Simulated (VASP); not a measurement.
Input:

```
AgBr
1.0
    0.00000     2.94270     2.94270
    2.94270     0.00000     2.94270
    2.94270     2.94270     0.00000
Ag Br
1 1
Direct
  0.00000   0.00000   0.00000
  0.50000   0.50000   0.50000
```

Method: PBE GGA, VASP's PBE PAW potentials (set 64) (plane waves; VASP 6.6.1). Numerical set-up: LREAL = Auto, 400 eV cut-off, 7×7×7 Γ-centred mesh, Gaussian smearing of 0.050 eV, potentials Ag Br.

Problem. Predict the energy per atom (σ→0), pressure.

Solution. 
The energy per atom (σ→0) comes out as -2.498 eV/atom and the pressure is -10.9 kbar.

The compound is AgBr in the rock salt structure. The cell was not relaxed at this level. The run is one of a series of settings (LREAL = Auto against the base run), some of them coarse on purpose.
